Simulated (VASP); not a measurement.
VASP input:

### INCAR
```
ALGO  =  Normal
EDIFF  =  1E-6
EDIFFG  =  -0.02
ENCUT  =  400
GGA  =  PS
IBRION  =  2
ISIF  =  3
ISMEAR  =  1
ISPIN  =  2
LASPH  =  T
LCHARG  =  F
LMAXMIX  =  4
LORBIT  =  10
LREAL  =  F
LWAVE  =  F
MAGMOM  =  1.2 1.2 1.2 1.2 0.0 0.0 0.0 0.0
NELM  =  100
NSW  =  60
PREC  =  Accurate
SIGMA  =  0.1
SYSTEM  =  MnSi
```

### POSCAR
```
MnSi
1.0
  4.4697006746   0.0000000000   0.0000000000
  0.0000000000   4.4697006746   0.0000000000
  0.0000000000   0.0000000000   4.4697006746
Mn Si
4 4
Cartesian
  3.8574037600   2.8471472519   1.6225534227
  1.6225534227   3.8574037600   2.8471472519
  0.6122969146   0.6122969146   0.6122969146
  2.8471472519   1.6225534227   3.8574037600
  0.6916982757   1.5431520616   2.9265486130
  2.9265486130   0.6916982757   1.5431520616
  3.7780023989   3.7780023989   3.7780023989
  1.5431520616   2.9265486130   0.6916982757
```

File KPOINTS:
```
Automatic mesh
0
Gamma
6 6 6
0 0 0
```

POTCAR, in this order: Mn_pv Si (PBE.64 set). Program: vasp_std.

Translate this PBEsol calculation to Ansatz.

One equivalent input (not run):
Ansatz 0.2 input:
```yaml
crystal:
  lattice:
    - [4.4697007, 0.0000000, 0.0000000]
    - [0.0000000, 4.4697007, 0.0000000]
    - [0.0000000, 0.0000000, 4.4697007]
  atoms:
    - { symbol: Mn, position: [0.8630117, 0.6369883, 0.3630117], spin: 1.2 }
    - { symbol: Mn, position: [0.3630117, 0.8630117, 0.6369883], spin: 1.2 }
    - { symbol: Mn, position: [0.1369883, 0.1369883, 0.1369883], spin: 1.2 }
    - { symbol: Mn, position: [0.6369883, 0.3630117, 0.8630117], spin: 1.2 }
    - { symbol: Si, position: [0.1547527, 0.3452473, 0.6547527] }
    - { symbol: Si, position: [0.6547527, 0.1547527, 0.3452473] }
    - { symbol: Si, position: [0.8452473, 0.8452473, 0.8452473] }
    - { symbol: Si, position: [0.3452473, 0.6547527, 0.1547527] }
kpoints:
  mp_grid: { grid: [6, 6, 6] }
hamiltonian:
  xc: pbesol
  pseudopotentials: { kind: paw }
magnetization: { spin_polarized: true }
scf:
  occupations: { method: methfessel_paxton, width: 0.1 }
  max_iter: 100
relax:
  max_steps: 60
  f_tol: 0.02
  cell: {}
output: { forces: true, stress: true, eigenvalues: true }
```
What does not carry over: each code has its own PAW files, so the cut-off isn't converted (ENCUT is set for VASP's; basis.ecutwfc is left out, and Ansatz then takes the one that its files recommend); Ansatz stops its SCF on the density residual and VASP on the energy change (EDIFF).

The compound is MnSi in the B20 structure. This run relaxes it. Symmetry was kept, so distortions that lower it aren't found. The start is the result of an earlier pass.
